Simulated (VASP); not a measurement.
Output of a VASP run:

OUTCAR:
```
 ion  position               nearest neighbor table
   1  0.564  0.436  0.250-   2 1.75   2 1.75   4 2.15   4 2.15   4 2.15   4 2.15   3 2.19   3 2.19
                             3 2.25
   2  0.436  0.564  0.750-   1 1.75   1 1.75   3 2.15   3 2.15   3 2.15   3 2.15   4 2.19   4 2.19
                             4 2.25
   3  0.855  0.145  0.250-   2 2.15   2 2.15   2 2.15   2 2.15   1 2.19   1 2.19   1 2.25   4 2.62
                             4 2.62   4 2.62   4 2.62   4 2.68   4 2.68
   4  0.145  0.855  0.750-   1 2.15   1 2.15   1 2.15   1 2.15   2 2.19   2 2.19   2 2.25   3 2.62
                             3 2.62   3 2.62   3 2.62   3 2.68   3 2.68
  LATTYP: Found a base centered orthorhombic cell.
 ALAT       =     2.9326560000
 B/A-ratio  =     2.6425363220
 C/A-ratio  =     0.9853607106
 Subroutine PRICEL returns:
 Original cell was already a primitive cell.
 Subroutine GETGRP returns: Found  8 space group operations
The static configuration has the point symmetry C_2h.
 The point group associated with its full space group is D_2h.
The dynamic configuration has the point symmetry C_2h.
The overall configuration has the point symmetry C_2h.
 Subroutine INISYM returns: Found  8 space group operations
 Subroutine IBZKPT returns following result:
 Found     64 irreducible k-points:

 Following reciprocal coordinates:
            Coordinates               Weight
  0.000000  0.000000  0.000000      1.000000
  0.142857  0.000000  0.000000      4.000000
  0.285714  0.000000  0.000000      4.000000
  0.428571  0.000000  0.000000      4.000000
  0.142857  0.142857  0.000000      2.000000
  0.285714  0.142857  0.000000      4.000000
  0.428571  0.142857  0.000000      4.000000
 -0.428571  0.142857  0.000000      4.000000
 -0.285714  0.142857  0.000000      4.000000
 -0.142857  0.142857  0.000000      2.000000
  0.285714  0.285714  0.000000      2.000000
  0.428571  0.285714  0.000000      4.000000
 -0.428571  0.285714  0.000000      4.000000
 -0.285714  0.285714  0.000000      2.000000
  0.428571  0.428571  0.000000      2.000000
 -0.428571  0.428571  0.000000      2.000000
  0.000000  0.000000  0.142857      2.000000
  0.142857  0.000000  0.142857      8.000000
  0.285714  0.000000  0.142857      8.000000
  0.428571  0.000000  0.142857      8.000000
  0.142857  0.142857  0.142857      4.000000
  0.285714  0.142857  0.142857      8.000000
  0.428571  0.142857  0.142857      8.000000
 -0.428571  0.142857  0.142857      8.000000
 -0.285714  0.142857  0.142857      8.000000
 -0.142857  0.142857  0.142857      4.000000
  0.285714  0.285714  0.142857      4.000000
  0.428571  0.285714  0.142857      8.000000
 -0.428571  0.285714  0.142857      8.000000
 -0.285714  0.285714  0.142857      4.000000
  0.428571  0.428571  0.142857      4.000000
 -0.428571  0.428571  0.142857      4.000000
  0.000000  0.000000  0.285714      2.000000
  0.142857  0.000000  0.285714      8.000000
  0.285714  0.000000  0.285714      8.000000
  0.428571  0.000000  0.285714      8.000000
  0.142857  0.142857  0.285714      4.000000
  0.285714  0.142857  0.285714      8.000000
  0.428571  0.142857  0.285714      8.000000
 -0.428571  0.142857  0.285714      8.000000
   k-points           NKPTS =     64   k-points in BZ     NKDIM =     64   number of bands    NBANDS=     27
   number of dos      NEDOS =    301   number of ions     NIONS =      4
   total plane-waves  NPLWV =  24576
   dimension x,y,z NGX =    32 NGY =   32 NGZ =   24
   dimension x,y,z NGXF=    64 NGYF=   64 NGZF=   48
   ions per type =               2   2
   PREC   = accura    normal or accurate (medium, high low for compatibility)
   ISTART =      0    job   : 0-new  1-cont  2-samecut
   ICHARG =      2    charge: 1-file 2-atom 10-const
   ISPIN  =      2    spin polarized calculation?
   LNONCOLLINEAR =      F non collinear calculations
   LSORBIT =      F    spin-orbit coupling
   INIWAV =      1    electr: 0-lowe 1-rand  2-diag
   ENCUT  =  520.0 eV  38.22 Ry    6.18 a.u.   7.70  7.70  5.37*2*pi/ulx,y,z
...
```

OSZICAR:
```
       N       E                     dE             d eps       ncg     rms          rms(c)
DAV:   1     0.354994838423E+03    0.35499E+03   -0.19086E+04  6968   0.165E+03
DAV:   2    -0.115556185183E+02   -0.36655E+03   -0.34894E+03  6998   0.455E+02
DAV:   3    -0.340041514802E+02   -0.22449E+02   -0.21676E+02  7794   0.117E+02
DAV:   4    -0.345324819844E+02   -0.52833E+00   -0.52301E+00  7525   0.172E+01
DAV:   5    -0.345386104406E+02   -0.61285E-02   -0.61270E-02  7501   0.202E+00    0.386E+01
DAV:   6    -0.367841880995E+02   -0.22456E+01   -0.49787E+01  8600   0.654E+01    0.179E+01
DAV:   7    -0.339081163778E+02    0.28761E+01   -0.11393E+01  7979   0.433E+01    0.902E+00
DAV:   8    -0.338558128203E+02    0.52304E-01   -0.87288E-01  7382   0.676E+00    0.432E+00
DAV:   9    -0.338369588972E+02    0.18854E-01   -0.76942E-02  8072   0.267E+00    0.173E+00
DAV:  10    -0.338387344457E+02   -0.17755E-02   -0.77463E-03  7562   0.865E-01    0.544E-01
DAV:  11    -0.338384389400E+02    0.29551E-03   -0.16390E-03  7515   0.398E-01    0.112E-01
DAV:  12    -0.338384769053E+02   -0.37965E-04   -0.40183E-04  7529   0.194E-01    0.485E-02
DAV:  13    -0.338384796841E+02   -0.27788E-05   -0.19209E-05  7749   0.389E-02    0.236E-02
DAV:  14    -0.338384780828E+02    0.16013E-05   -0.25372E-06  6316   0.163E-02    0.705E-03
DAV:  15    -0.338384775866E+02    0.49623E-06   -0.93576E-07  3834   0.981E-03
   1 F= -.33838478E+02 E0= -.33837331E+02  d E =-.229350E-02  mag=     3.9015
```

OUTCAR:
```
------------------------ aborting loop because EDIFF is reached ----------------------------------------
  FORCE on cell =-STRESS in cart. coord.  units (eV):
  Direction    XX          YY          ZZ          XY          YZ          ZX
  --------------------------------------------------------------------------------------
  Total        0.6347123     -4.1627256     -3.7852980      0.0000000      0.0000000      0.0000000
  in kB       30.9683412   -203.1041430   -184.6890208      0.0000000      0.0000000      0.0000000
  external PRESSURE =    -118.9416075 kB  Pullay stress =       0.0000000 kB
  volume of cell :       32.84
      direct lattice vectors                 reciprocal lattice vectors
     1.466328000 -3.874825000  0.000000000     0.340987828 -0.129038086  0.000000000
     1.466328000  3.874825000  0.000000000     0.340987828  0.129038086  0.000000000
     0.000000000  0.000000000  2.889724000     0.000000000  0.000000000  0.346053810
 POSITION                                       TOTAL-FORCE (eV/Angst)
 -----------------------------------------------------------------------------------
      1.46633     -0.49598      0.72243         0.000000     -0.165660     -0.000000
      1.46633      0.49598      2.16729         0.000000      0.165660      0.000000
      1.46633     -2.74919      0.72243         0.000000     -0.147947      0.000000
      1.46633      2.74919      2.16729         0.000000      0.147947     -0.000000
 -----------------------------------------------------------------------------------
    total drift:                               -0.000000     -0.000000     -0.000000
  FREE ENERGIE OF THE ION-ELECTRON SYSTEM (eV)
  ---------------------------------------------------
  free  energy   TOTEN  =       -33.8384775866 eV

  energy  without entropy=      -33.8361840850  energy(sigma->0) =      -33.83733084

 total charge

# of ion       s       p       d       tot
------------------------------------------
    1        0.819   1.473   0.000   2.292
    2        0.819   1.473   0.000   2.292
    3        0.280   6.350   5.303  11.933
    4        0.280   6.350   5.303  11.933
--------------------------------------------------
tot          2.200  15.645  10.607  28.451

 magnetization (x)

# of ion       s       p       d       tot
------------------------------------------
    1       -0.009  -0.039   0.000  -0.049
    2       -0.009  -0.039   0.000  -0.049
    3        0.005   0.007   1.992   2.003
    4        0.005   0.007   1.992   2.003
--------------------------------------------------
tot         -0.010  -0.065   3.983   3.909
```
(Selected blocks of OUTCAR.)

POSCAR:
```
MnC
1
    1.4663280000    -3.8748250000     0.0000000000
    1.4663280000     3.8748250000     0.0000000000
    0.0000000000     0.0000000000     2.8897240000
C Mn
2 2
Direct
  0.5640000000   0.4360000000   0.2500000000
  0.4360000000   0.5640000000   0.7500000000
  0.8547500000   0.1452500000   0.2500000000
  0.1452500000   0.8547500000   0.7500000000
```

Q: Reconstruct the remaining input files.

A: Several could match; the one computed here: the input of the run itself, PBE GGA, plane waves, VASP's PBE PAW potentials (set 64).

**INCAR**
```
# general
SYSTEM   =  MnC
PREC     =  Accurate
ENCUT    =  520
LREAL    =  .FALSE.
LASPH    =  .TRUE.

# electronic loop
EDIFF    =  1E-6
NELM     =  100
ALGO     =  Normal
LMAXMIX  =  4

# smearing
ISMEAR   =  0
SIGMA    =  0.05

# functional
GGA      =  PE

# spin
ISPIN    =  2
MAGMOM   =  2*0.0 2*6.0

# ions
ISIF     =  2

# output
LWAVE    =  .FALSE.
LCHARG   =  .FALSE.
LORBIT   =  10
```

### KPOINTS
```
kpoints
0
gamma
7 7 7
```

POTCAR, in this order: C Mn_pv (PBE.64 set). Program: vasp_std.

The moments were started parallel, and other spin orders were not tried in this run.

The structure was generated: MnC was put into the CrB type (Cmcm), which need not be its known phase. The cell was not relaxed at this level. The k-mesh is coarse (spacing up to 0.33 per Å, 2π included), so the numbers may not be converged in it. The run is one of a series of settings (MAGMOM = 0.0 0.0 6.0 6.0 against the base run), some of them coarse on purpose.
